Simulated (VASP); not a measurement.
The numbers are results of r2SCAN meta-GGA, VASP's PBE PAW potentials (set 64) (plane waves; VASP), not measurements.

Input for VASP

**INCAR**
```
PREC  =  Accurate
LMIXTAU  =  .True.
NEDOS  =  601
SYSTEM  =  Sn
LMAXMIX  =  4
EDIFF  =  1E-7   ! SCF stop (eV)
ALGO  =  Normal
LORBIT  =  11   ! lm-projected
ISMEAR  =  -5   ! tetrahedra, Bloechl
ENCUT  =  400
NELM  =  100
METAGGA  =  R2SCAN
LREAL  =  .False.   ! projection in real space or not
LWAVE  =  .False.
LCHARG  =  .False.
LASPH  =  .True.
ISIF  =  2
```

KPOINTS_OPT:
```
k-points along high-symmetry lines
7
Line-mode
Reciprocal
  0.000000   0.000000   0.000000 ! GAMMA
  0.000000   0.000000   0.500000 ! X

  0.000000   0.000000   0.500000 ! X
 -0.500000   0.500000   0.500000 ! M

 -0.500000   0.500000   0.500000 ! M
  0.000000   0.000000   0.000000 ! GAMMA

  0.000000   0.000000   0.000000 ! GAMMA
  0.323971   0.323971  -0.323971 ! Z

 -0.323971   0.676029   0.323971 ! Z_0
 -0.500000   0.500000   0.500000 ! M

  0.000000   0.000000   0.500000 ! X
  0.250000   0.250000   0.250000 ! P

  0.250000   0.250000   0.250000 ! P
  0.000000   0.500000   0.000000 ! N

  0.000000   0.500000   0.000000 ! N
  0.000000   0.000000   0.000000 ! GAMMA
```

### POSCAR
```
Sn
1.0
 -2.9365621411   2.9365621411   1.5970834148
  2.9365621411  -2.9365621411   1.5970834148
  2.9365621411   2.9365621411  -1.5970834148
Sn
2
Cart
 -0.0000000000   2.9365621411   0.7985417074
  0.0000000000   0.0000000000   0.0000000000
```

**KPOINTS**
```
Automatic mesh
0
Gamma
14 14 14
0 0 0
```

POTCAR, in this order: Sn_d (PBE.64 set). Program: vasp_std.

Unless said otherwise, spin-orbit coupling is left out, though it shifts the bands of the heavy elements here.

### Question
What does the run give for the energy per atom (σ→0), band gap (over mesh and band path)?

### Answer

| Item | Result |
|---|---|
| energy per atom (σ→0) | -24.622 eV/atom |
| band gap (over mesh and band path) | none (metal, semimetal or under 0.01 eV) |

### OSZICAR
```
...
DAV:  17    -0.492436365119E+02   -0.82481E-05   -0.46824E-06  8880   0.198E-02    0.626E-04
DAV:  18    -0.492436395366E+02   -0.30247E-05   -0.25382E-07  7482   0.474E-03    0.479E-04
DAV:  19    -0.492436398014E+02   -0.26484E-06   -0.52754E-08  4698   0.293E-03    0.840E-05
DAV:  20    -0.492436401445E+02   -0.34308E-06   -0.11747E-08  4500   0.123E-03    0.674E-05
DAV:  21    -0.492436400369E+02    0.10759E-06   -0.16456E-09  4496   0.462E-04    0.217E-05
DAV:  22    -0.492436400503E+02   -0.13341E-07   -0.33949E-10  4482   0.216E-04
   1 F= -.49243640E+02 E0= -.49243640E+02  d E =0.000000E+00
       N       E                     dE             ncg
```

The structure comes from a computed database's Sn entry (I4_1/amd); how it stands against other phases isn't given here. It was relaxed first.
